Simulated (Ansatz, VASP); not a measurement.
# B2O in two plane-wave programs

Aim: how closely do two programs agree when they are given the same cell, functional and k mesh? The cell is generated by rule, not measured, and may not be a known phase. The two relaxations start from unlike cells of this crystal (the structure described is Ansatz's start), so only their ends are compared.

Calculated with Ansatz 0.2.0; plane waves, with VASP 6.6.1 beside it; PBEsol.

The structure was built from a prototype and need not be the compound's stable phase.

### Step 1. The starting structure

It takes space group R-3m (No. 166, trigonal). Conventional cell: a = 3.415 Å, b = 3.415 Å, c = 16.731 Å, α = 90.00°, β = 90.00°, γ = 120.00°. Nearest to B lie 1 O at 1.68 Å. Nearest to B lie 3 B at 2.22 Å. Nearest to O lie 1 B at 1.68 Å. Farther neighbours and most contacts between anions are not listed.

### Step 2. VASP: relaxation of cell and atoms, PBEsol

The relaxed volume is the usual yardstick between codes: in a stiff, nearly cubic crystal its relative difference is about their pressure difference at one cell divided by the bulk modulus.

Lines of VASP's logs that name or quote its potential files are left out, and so is its time.

Input file INCAR:

```
SYSTEM = B2O
PREC = Accurate
ENCUT = 600
EDIFF = 1E-07
NELM = 120
ISMEAR = 1
SIGMA = 0.15
LREAL = .FALSE.
ALGO = Normal
GGA = PS
NBANDS = 18
LORBIT = 11
LWAVE = .FALSE.
LCHARG = .FALSE.
ISIF = 3
IBRION = 2
NSW = 80
EDIFFG = -0.005
LASPH = .TRUE.
GGA_COMPAT = .FALSE.
NELMIN = 4
KPAR = 2
```

Input file POSCAR:

```
B2O
1.0
   -0.0000000778      1.6711439298      1.6711440854
   -1.6711440076      1.6711440076      0.0000000000
   -4.2296163843     -4.2296163843      5.9007614338
B O
4 2
Direct
    0.6901808582      0.6549097779      0.9647286704
    0.8817604910      0.0591199615      0.1773592129
    0.3098188600      0.8450907771      0.5352716632
    0.1182392272      0.4408805935      0.3226411206
    0.9254327243      0.5372838449      0.6118508710
    0.0745669939      0.9627167101      0.8881494625
```

Input file KPOINTS:

```
Automatic mesh
0
Gamma
12 12 12
0 0 0
```

Potentials, in the order of the species: B and O (PBE family, release 64).

Started as:

```
mpirun -np 2 vasp_std
```

Numbers of over 12 decimals in the logs are rounded to 6 here.

The log of the run:

```text
[banner, memory and clock lines left out]
running    2 mpi-ranks, on    1 nodes
 distrk:  each k-point on    1 cores,    2 groups
 distr:  one band on    1 cores,    1 groups

 POSCAR found type information on POSCAR B O
 POSCAR found :  2 types and       6 ions
|                                                                             |
|               ----> ADVICE to this user running VASP <----                  |
|                                                                             |
|     You enforced a specific xc type in the INCAR file but a different       |
|     [... a line on the potential file left out ...]
|     I HOPE YOU KNOW WHAT YOU ARE DOING!                                     |
|                                                                             |

 LDA part: xc-table for (Slater+PW92), standard interpolation
 POSCAR, INCAR and KPOINTS ok, starting setup
 FFT: planning ... GRIDC
 FFT: planning ... GRID_SOFT
 FFT: planning ... GRID
 WAVECAR not read
 entering main loop
       N       E                     dE             d eps       ncg     rms          rms(c)
DAV:   1     0.914747388475E+02    0.91475E+02   -0.14332E+04  6804   0.144E+03
DAV:   2    -0.371327790583E+02   -0.12861E+03   -0.12525E+03  8658   0.279E+02
DAV:   3    -0.416846764155E+02   -0.45519E+01   -0.45229E+01  9040   0.518E+01
DAV:   4    -0.417137779579E+02   -0.29102E-01   -0.29074E-01  9044   0.432E+00
DAV:   5    -0.417139822599E+02   -0.20430E-03   -0.20427E-03  9200   0.350E-01    0.862E+00
DAV:   6    -0.401442884354E+02    0.15697E+01   -0.55259E+00  8652   0.156E+01    0.386E+00
DAV:   7    -0.400420038447E+02    0.10228E+00   -0.25740E-01  8824   0.377E+00    0.218E+00
DAV:   8    -0.400101196569E+02    0.31884E-01   -0.11197E-01  9586   0.236E+00    0.309E-01
DAV:   9    -0.400099964394E+02    0.12322E-03   -0.72648E-03  8620   0.705E-01    0.100E-01
DAV:  10    -0.400100828894E+02   -0.86450E-04   -0.60039E-04  9504   0.188E-01    0.445E-02
DAV:  11    -0.400100868733E+02   -0.39839E-05   -0.13588E-04  8202   0.898E-02    0.132E-02
DAV:  12    -0.400100927007E+02   -0.58274E-05   -0.10016E-05  9394   0.272E-02    0.345E-03
DAV:  13    -0.400100933175E+02   -0.61676E-06   -0.15706E-06  8778   0.978E-03    0.159E-03
DAV:  14    -0.400100934059E+02   -0.88427E-07   -0.21693E-07  7340   0.378E-03
   1 F= -.40010093E+02 E0= -.40009003E+02  d E =-.400101E+02
[... from here on, the cycles between the ionic steps are left out ...]
   2 F= -.40116686E+02 E0= -.40115958E+02  d E =-.106592E+00
   3 F= -.40117949E+02 E0= -.40117264E+02  d E =-.107856E+00
  27 F= -.40223567E+02 E0= -.40222305E+02  d E =-.655897E-03
  28 F= -.40223922E+02 E0= -.40222517E+02  d E =-.101114E-02
  29 F= -.40224079E+02 E0= -.40222653E+02  d E =-.156658E-03
  30 F= -.40224079E+02 E0= -.40222654E+02  d E =-.156688E-03
  31 F= -.40224208E+02 E0= -.40222800E+02  d E =-.129163E-03
  32 F= -.40224285E+02 E0= -.40222904E+02  d E =-.206100E-03
  33 F= -.40224351E+02 E0= -.40223031E+02  d E =-.655068E-04
  34 F= -.40224352E+02 E0= -.40223044E+02  d E =-.668067E-04
  35 F= -.40224381E+02 E0= -.40223085E+02  d E =-.293988E-04
  36 F= -.40224381E+02 E0= -.40223086E+02  d E =-.294937E-04
  37 F= -.40224418E+02 E0= -.40223092E+02  d E =-.367070E-04
 trial-energy change:   -0.000037  1 .order   -0.000036   -0.000043   -0.000030
 step:   2.2276(harm=  2.2276)  dis= 0.00205  next Energy=   -40.224452 (dE=-0.707E-04)
 bond charge predicted
       N       E                     dE             d eps       ncg     rms          rms(c)
DAV:   1    -0.402243697653E+02    0.48411E-04   -0.65457E-02  6808   0.204E+00    0.647E-02
DAV:   2    -0.402244582585E+02   -0.88493E-04   -0.14430E-03  8580   0.297E-01    0.233E-02
DAV:   3    -0.402244539970E+02    0.42615E-05   -0.17749E-05  8840   0.401E-02    0.138E-02
DAV:   4    -0.402244533122E+02    0.68474E-06   -0.80090E-06  9262   0.258E-02    0.340E-03
DAV:   5    -0.402244531406E+02    0.17169E-06   -0.18329E-06  8314   0.107E-02    0.132E-03
DAV:   6    -0.402244531296E+02    0.10901E-07   -0.60647E-08  4124   0.216E-03
  38 F= -.40224453E+02 E0= -.40223058E+02  d E =-.717220E-04
 curvature:  -3.44 expect dE=-0.145E-03 dE for cont linesearch -0.218E-09
 trial: gam= 0.71427 g(F)=  0.243E-05 g(S)=  0.399E-04 ort = 0.112E-06 (trialstep = 0.988E+00)
 search vector abs. value=  0.142E-03
 reached required accuracy - stopping structural energy minimisation
```

Parts of OUTCAR (step 2):

```text
ion  position               nearest neighbor table
   1  0.690  0.655  0.965-   6 1.50   6 1.50   6 1.50
   2  0.882  0.059  0.177-   4 1.82   4 1.82   4 1.82
   3  0.310  0.845  0.535-   5 1.50   5 1.50   5 1.50
   4  0.118  0.441  0.323-   2 1.82   2 1.82   2 1.82
   5  0.925  0.537  0.612-   3 1.50   3 1.50   3 1.50
   6  0.075  0.963  0.888-   1 1.50   1 1.50   1 1.50

  LATTYP: Found a trigonal (rhomboedric) cell.
 ALAT       =     8.4022788158
 COS(alpha) =     0.9604420685

 Subroutine GETGRP returns: Found 12 space group operations
 (whereof  6 operations were pure point group operations)

The static configuration has the point symmetry C_3v.
 The point group associated with its full space group is D_3d.

 Found    189 irreducible k-points:

   k-points           NKPTS =    189   k-points in BZ     NKDIM =    189   number of bands    NBANDS=     18

   dimension x,y,z NGX =    20 NGY =   20 NGZ =   70
   dimension x,y,z NGXF=    40 NGYF=   40 NGZF=  140

   ENCUT  =  600.0 eV  44.10 Ry    6.64 a.u.   4.72  4.72 16.78*2*pi/ulx,y,z

   NELECT =      24.0000    total number of electrons

 k-points in reciprocal lattice and weights: Automatic mesh
   0.00000000  0.00000000  0.00000000       0.001
   0.08333333  0.00000000 -0.00000000       0.003
   0.16666667  0.00000000 -0.00000000       0.003
   0.25000000  0.00000000  0.00000000       0.003
   0.33333333  0.00000000 -0.00000000       0.003
   0.41666667  0.00000000  0.00000000       0.003
   0.50000000  0.00000000  0.00000000       0.002
   0.00000000  0.08333333 -0.00000000       0.003
   0.16666667  0.08333333  0.00000000       0.007
[...]
-0.08333333  0.08333333  0.41666667       0.003
   0.00000000  0.00000000  0.50000000       0.001

 average (electrostatic) potential at core
       1 -28.7690       2 -27.0686       3 -28.7690       4 -27.0686       5 -71.8497
       6 -71.8497

 E-fermi :   7.1295

 k-point     1 :       0.0000    0.0000    0.0000
  band No.  band energies     occupation
    ...
      7       1.3457      2.00000
      8       1.3457      2.00000
      9       1.3516      2.00000
     10       1.3516      2.00000
     11       2.7028      2.00000
     12      10.5986      0.00000
     13      12.5986      0.00000
     14      14.1877      0.00000
     15      14.1877      0.00000
     16      14.5946      0.00000
    ...

 k-point     2 :       0.0833    0.0000   -0.0000
  band No.  band energies     occupation
    ...
      7       0.6794      2.00000
      8       0.9319      2.00000
      9       1.1408      2.00000
     10       1.1477      2.00000
     11       2.9131      2.00000
     12      10.6036      0.00000
     13      12.7744      0.00000
     14      13.1784      0.00000
     15      13.5765      0.00000
     16      14.4988      0.00000
    ...

 k-point     3 :       0.1667    0.0000   -0.0000
  band No.  band energies     occupation
    ...
      7      -0.9156      2.00000
      8       0.6230      2.00000
      9       0.6320      2.00000
     10       1.0902      2.00000
     11       3.4278      2.00000
     12      10.0488     -0.00000
     13      11.3229      0.00000
     14      12.4088      0.00000
     15      13.1221      0.00000
     16      13.4652      0.00000
    ...

  Total        0.0200152      0.0200152      0.0200153      0.0250153     -0.0250154     -0.0250154
  in kB        0.7125004      0.7125004      0.7125008      0.8904937     -0.8904939     -0.8904939
  external PRESSURE =       0.7125005 kB  Pullay stress =       0.0000000 kB

  energy-cutoff  :      600.00
  volume of cell :       45.01
      direct lattice vectors                 reciprocal lattice vectors
    -0.000000103  1.667473267  1.667473473     0.241088389  0.241088389  0.358621346
    -1.667473370  1.667473370 -0.000000000    -0.420399058  0.179310669 -0.179310673
    -4.839867918 -4.839867918  6.507342457    -0.061777676 -0.061777676  0.061777664

 POSITION                                       TOTAL-FORCE (eV/Angst)
 -----------------------------------------------------------------------------------
     -5.87340     -2.53846      7.54088        -0.000530     -0.000530      0.000530
     -0.98994      0.67753      2.65742         0.002841      0.002841     -0.002841
     -3.88761     -0.55266      3.88761         0.000530      0.000530     -0.000530
     -2.26373     -0.59626      2.26373        -0.002841     -0.002841      0.002841
     -3.69693     -0.36199      5.36441        -0.000194     -0.000194      0.000194
     -6.06408     -2.72913      6.06408         0.000194      0.000194     -0.000194
 -----------------------------------------------------------------------------------
    total drift:                                0.000399     -0.000655      0.000257

  FREE ENERGIE OF THE ION-ELECTRON SYSTEM (eV)
  ---------------------------------------------------
  free  energy   TOTEN  =       -40.2244531296 eV

  energy  without entropy=      -40.2202678251  energy(sigma->0) =      -40.22305803

 reached required accuracy - stopping structural energy minimisation

 total charge
# of ion       s       p       d       tot
------------------------------------------
    1        0.647   1.226   0.000   1.872
    2        0.693   0.993   0.000   1.686
    3        0.647   1.226   0.000   1.872
    4        0.693   0.993   0.000   1.686
    5        1.564   3.648   0.000   5.212
    6        1.564   3.648   0.000   5.212
--------------------------------------------------
tot          5.807  11.732   0.000  17.539

[... 3 further parts left out ...]
```

CONTCAR:

```
B2O
   1.00000000000000
    -0.0000001028745024    1.6674732670036523    1.6674734727526619
    -1.6674733698781545    1.6674733698781541   -0.0000000000000000
    -4.8398679177192978   -4.8398679177192978    6.5073424574292797
  B               O
     4     2
Direct
     0.6763181421754355    0.6618411359122851    0.9855227444077320
     0.8776871355879529    0.0611566392060266    0.1834692460265308
     0.3236815760245658    0.8381594190877146    0.5144775891922672
     0.1223125826120489    0.4388439157939732    0.3165310874734668
     0.9452323792893501    0.5273840174053283    0.5821513885130415
     0.0547673389106511    0.9726165375946715    0.9178489449869630
```

After so large a change of volume the plane waves of the start cell no longer fit, so the final stress carries a basis-set error. The run keeps the 12 symmetry operations of its start, so it cannot find a distortion of lower symmetry.

(Part 1 of 2 ends here.)

[Lines on the potential files, build, host, timing and source positions are cut from VASP's logs without a mark.]

[Logs are printed without paths, hosts, clocks, repeated set-up lines and the standing remarks that a program may print on its own settings, such as how far it seeks lower states.]

[Hosts, paths, dates, database ids (printed as entryN), source tags and the programs' standing remarks are cut or masked in the printed files.]
